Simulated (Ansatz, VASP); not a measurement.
# Hf (Hafnium) in two plane-wave programs, part 2 of 2

One calculation is typed for both programs; each brings its own data sets. How far apart do they land? The cell is taken from a series of runs on this material, whose earlier steps may have relaxed, scaled, displaced or heated it; both programs get it as it stands.

VASP 6.6.1 and Ansatz 0.2.0.

So far: Set-up; VASP: zone-centre phonons, LDA.

### Step 3. Ansatz: zone-centre phonons, LDA

Level of this step: Ansatz beside VASP: Kohn-Sham DFT, plane waves, LDA (Ansatz).

Ansatz runs on its PAW soft_1 files.

The same cell, functional (in two slightly different forms), mesh and smearing now go to Ansatz, which takes its cutoff from its data sets.

File input.yaml:

```yaml
crystal:
  lattice:
    - [3.1595801472, 0.0, 0.0]
    - [-1.5797900736, 2.7362766728, 0.0]
    - [0.0, 0.0, 4.7418533359]
  atoms:
    - { symbol: Hf, position: [0.3333333374, 0.6666666626, 0.25] }
    - { symbol: Hf, position: [0.6666666626, 0.3333333374, 0.75] }
kpoints:
  mp_grid: { grid: [15, 15, 8] }
hamiltonian:
  xc: lda
  pseudopotentials: { kind: paw, azcp: { folder: soft_1 }, xc_functional: pbe }
scf:
  occupations: { method: methfessel_paxton, width: 0.2 }
output:
  eigenvalues: true
phonons:
  method: dfpt
```

The run is started by

```
$ ansatz run input.yaml --threads 4 --pin off --max-ram 10240MiB --backend cpu --events-out ev --progress --plain --runs-dir out
```

Numbers of over 12 decimals in the logs are rounded to 6 here.

Output:

```text
zone centre: on kpoints.mp_grid the ground state, and the responses unless they are solved on pairs of k-points, stand on 320 of the mesh's 1800 k-points, reduced under 4 symmetry operations, with k and −k counted as one. Each operation leaves every solved displacement unchanged or reverses it
Engine: ansatz 0.2.0, aarch64-unknown-linux-gnu
Pseudopotentials: kind: paw
Pseudopotential: Hf, paw, valence charge 26, recommended cutoff 420 eV (normal), soft_1/Hf.paw.azcp
Functional definition: SPW92
  exchange = slater_x
  correlation = pw_c
Crystal: 2 atoms, lattice volume = 40.996 Å³
Basis set: ecut = 420 eV, 783 PW (Γ), exchange–correlation on 48×48×64 points (8 copies of the dense FFT grid, shifted against one another)
Bands: 32, of which v1, the nominal top of the filled ones, is band 26 counted from 1 (25 counted from 0)
Symmetry: 24 space group operations
k-points: 320 of 1800 (irreducible under 4 space group operations, time reversal used)
Non-local potential: Hf, projectors of the file, l = 0: 3, l = 1: 2, l = 2: 2, l = 3: 3
PAW form: soft (Blöchl's): semilocal exchange-correlation on the pseudo side does not see the compensation charge
PAW frozen core: Hf, regenerated for the run's functional, and the local potential with it (the file was generated under x = pbe(κ = 0.804, μ = 0.219515), c = pbe(β = 0.066725))
PAW one-centre angular grid: Hf, 590 points (default); XC on 64 Gauss nodes
Initial density: superposition of atomic densities (chi_scale 0.1, normalization cell)
Initial wavefunctions: pseudopotential atomic-orbital guess
Functional: x = slater, c = lda
SCF iter   1: F=—  HF=-30955.168651 eV  |F-HF|=—  |Δ(HF+E_count)|=         —  Δρ=3.44e-2  dr2=5.67e-1  ethr=3.10e-3  ⟨swp⟩=5.6  Hψ=37060  notcnv=0
preconditioner: auto → Kerker (q_TF=auto, 2.839 Å⁻¹)  [metal: Δε(μ)=0.037 eV  Ē_g=17.001 eV  σ=0.200 eV  W_gap=0.16  n_scr=22 (ndim 8)  ℏωp=40.2 eV  f_vac=0.000  D(μ)=1.09/eV (n_scr^D=2)]
SCF iter   2: F=—  HF=-30955.036063 eV  |F-HF|=—  |Δ(HF+E_count)|=   1.33e-1  S|Δr|=    0.00e0  Δρ=2.13e-2  dr2=2.18e-1  ethr=1.09e-3  ⟨swp⟩=2.9  Hψ=19886  notcnv=0  defer=89
SCF iter   3: F=—  HF=-30954.982380 eV  |F-HF|=—  |Δ(HF+E_count)|=   5.37e-2  S|Δr|=    0.00e0  Δρ=8.41e-3  dr2=3.32e-2  ethr=4.19e-4  ⟨swp⟩=2.1  Hψ=16441  notcnv=0  defer=102
SCF iter   4: F=—  HF=-30954.945562 eV  |F-HF|=—  |Δ(HF+E_count)|=   3.68e-2  S|Δr|=    0.00e0  Δρ=3.16e-3  dr2=2.07e-3  ethr=6.38e-5  ⟨swp⟩=2.2  Hψ=18949  notcnv=0  defer=102
SCF iter   5: F=—  HF=-30954.946398 eV  |F-HF|=—  |Δ(HF+E_count)|=   8.36e-4  S|Δr|=    0.00e0  Δρ=6.06e-4  dr2=1.40e-4  ethr=3.98e-6  ⟨swp⟩=2.9  Hψ=18121  notcnv=0  defer=102
SCF iter   6: F=—  HF=-30954.946542 eV  |F-HF|=—  |Δ(HF+E_count)|=   1.44e-4  S|Δr|=    0.00e0  Δρ=1.53e-4  dr2=8.67e-6  ethr=2.70e-7  ⟨swp⟩=2.6  Hψ=19285  notcnv=0  defer=102
SCF iter   7: F=—  HF=-30954.946560 eV  |F-HF|=—  |Δ(HF+E_count)|=   1.79e-5  S|Δr|=    0.00e0  Δρ=3.46e-5  dr2=6.07e-7  ethr=1.67e-8  ⟨swp⟩=3.2  Hψ=20536  notcnv=0  defer=102
SCF iter   8: F=—  HF=-30954.946560 eV  |F-HF|=—  |Δ(HF+E_count)|=   5.13e-7  S|Δr|=    0.00e0  Δρ=6.35e-6  dr2=2.09e-8  ethr=1.17e-9  ⟨swp⟩=3.2  Hψ=20567  notcnv=0  defer=161
SCF iter   9: F=—  HF=-30954.946560 eV  |F-HF|=—  |Δ(HF+E_count)|=   1.47e-8  S|Δr|=    0.00e0  Δρ=1.29e-6  dr2=5.89e-10  ethr=4.02e-11  ⟨swp⟩=3.2  Hψ=20322  notcnv=0  defer=161
SCF iter  10: F=—  HF=-30954.946560 eV  |F-HF|=—  |Δ(HF+E_count)|=  3.78e-10  S|Δr|=    0.00e0  Δρ=2.77e-7  dr2=1.90e-11  ethr=1.13e-12  ⟨swp⟩=3.7  Hψ=22350  notcnv=0  defer=161
SCF iter  11: F=-30954.946560 eV  HF=-30954.946560 eV  |F-HF|=7.28e-12  |Δ(HF+E_count)|=  7.28e-12  S|Δr|=    0.00e0  Δρ=6.51e-8  dr2=1.08e-12  ethr=1.00e-12  ⟨swp⟩=5.6  Hψ=111402  notcnv=0
SCF 1 converged in 11 iterations: F = -30954.946560 eV  dr2 = 1.08e-12
  Residual-converged pass: ⟨swp⟩=1.2  Hψ=11758  notcnv=0  max |occ|·‖R‖ = 7.1e-9 eV (tolerance 1.0e-8 eV)  dr2=1.08e-12  dr2_onsite=8.19e-13  max |Δocc| = 2.7e-13
  greatest PAW one-centre occupation: 0.998 electrons in one spin orbital (limit 2), on the Hf atom at site 1 (counted from 0), in its partial waves of l = 3
DFPT response loops at Γ: preconditioner auto → Kerker (q_TF=auto, 2.839 Å⁻¹) (partly filled bands, converged f_vac=0.000); β = 1.00, the filter's whole step (`scf.mixing.beta` (0.50) is not read by the response loops under this deck's `scf.mixing.preconditioner`; to damp them name `kerker` or `kerker_dos`, under which they read `scf.mixing.beta`, and type it under 1.00, their step now; both keys bind the ground state too); Broyden in place of MSR1
SCF converged after 11 iterations
Stability not checked: this state was not tested for a lower state beside it, because cold or Methfessel-Paxton smearing, or corrected tetrahedra, fill the levels in a way that the test cannot read (fill_not_monotonic; see scf.lower_state_search)
Free energy (F): -30954.946560 eV
Harris-Foulkes:  -30954.946560 eV  (|F-HF|=7.28e-12)
Internal energy: -30954.951415 eV  (E = F + TS)
E sigma→0 (E₀):  -30954.947773 eV
Entropy (-TS):   0.004855 eV (2.428 meV/atom)
Fermi energy:    19.686409 eV
Step filling:    the computed levels leave a gap of 0.0000 eV = 0.0 smearing widths at the electron count; against every level under it full and every level over it empty, smearing changes F+E_penalty+E_count by +1.196 meV and its σ→0 estimate by -0.017 meV
--- Per-component energies (eV) ---
  E_band       = 64.645628
  E_kinetic    = 826.578505
  E_local      = -12195.451621  (includes V_loc(G=0)·N_el)
  E_nonlocal   = 142.834271
  E_hartree    = 5968.748315
  E_xc         = -531.596752
  E_vxc        = -513.480896  (∫ρ·V_xc dr)
  E_paw        = -14907.923094  (= ΣΔE_a)
  E_vpaw       = -133.331471  (= ΣTr[D̂ρ^β])
  E_aug_tail   = 0.000222  (compensation charges beyond the density's cutoff)
  E_ewald      = -10263.055437
  E_core_change = 4.914176  (= ΣΔE_core)
  E_smearing   = 0.004855  (= −TS)
  E_closure    = 0.000000  (closes the sum)
  Σ components = -30954.946560   (vs F -30954.946560, Δ=0.00e0)
--- Band table (eV; the first three rows and the last of 320) ---
  k-point 0: bands = [... 22 lower, 12.0069, 15.7287, 20.6197, 20.6197, 21.2536, 21.6228, 21.6896, 21.6896, ... 2 higher]
  k-point 1: bands = [... 22 lower, 12.1811, 15.7042, 20.4635, 20.4635, 20.9214, 21.4663, 21.5073, 21.5073, ... 2 higher]
  k-point 2: bands = [... 22 lower, 12.6812, 15.5500, 20.2656, 20.2656, 20.2811, 21.0439, 21.0994, 21.0994, ... 2 higher]
  k-point 319: bands = [... 22 lower, 16.5856, 16.5856, 18.8382, 18.8382, 19.6196, 19.6196, 21.9044, 21.9044, ... 2 higher]
--- Phonons (Γ-DFPT): 2 representative perturbations + reference, on 320 of 1800 k-points (Σ response iterations 6) ---
  k mesh reduced under 4 symmetry operations, with k and −k counted as one. Each operation leaves every solved displacement unchanged or reverses it
  ASR residual: 3.782e-5 → 0.000e0 eV/Å²; symmetrization residual: 6.410e-12 eV/Å²
  ASR residual per site (eV/Å²): 3.78e-5 3.78e-5
  Γ frequencies (cm⁻¹): 0.00 0.00 0.00 79.94 79.94 147.52
  non-analytic LO–TO correction: not included (Born effective charges unavailable; polar crystals: no LO–TO splitting at Γ)
```

Reading the cycles: dr2 is the Hartree energy of the density residual (eV), the measure of convergence; HF is the Harris–Foulkes estimate of the energy, which meets the free energy F at convergence.

### Step 4. Comparison

Known differences besides the potentials themselves: the data sets hold 52 valence electrons in Ansatz (on its PAW soft_1 files) and 20 in VASP; the cutoff is 420 eV in Ansatz and 500 eV in VASP; VASP's log shows a relativistic correction to its local exchange, Ansatz's none. Total energies have different zeros and are not compared.

Both answers:

```csv
quantity,Ansatz,VASP,difference
optical mode 1 to 2 (cm⁻¹),79.9,79.3,+0.80 %
optical mode 3 (cm⁻¹),147.5,146.1,+0.99 %
```

Modes are paired by rising frequency, not by their patterns, so a pair may set unlike modes beside each other; they are those without the splitting of longitudinal modes.

### Step 5. What came out

```yaml
r_m_s_difference_of_the_optical_zone_centre_modes_each_program_s_sorted_by_frequency_zone_centre_phonons_lda: 0.98 cm⁻¹
difference_in_optical_mode_3_zone_centre_phonons_lda: +1.0 %
```

In words: The r.m.s. difference of the optical zone-centre modes, each program's sorted by frequency is 0.98 cm⁻¹ (zone-centre phonons, LDA). The data sets hold unlike numbers of valence electrons (52 in Ansatz and 20 in VASP), so part of the differences comes from the potentials. Among the rows given in per cent, the largest difference of the zone-centre phonons, LDA pair is in optical mode 3, +1.0 %. How closely two codes agree says nothing of how well the functional describes the real material.

[Lines on the potential files, build, host, timing and source positions are cut from VASP's logs without a mark.]

[Logs are printed without paths, hosts, clocks, repeated set-up lines and the standing remarks that a program may print on its own settings, such as how far it seeks lower states.]

[Hosts, paths, dates, database ids (printed as entryN), source tags and the programs' standing remarks are cut or masked in the printed files.]
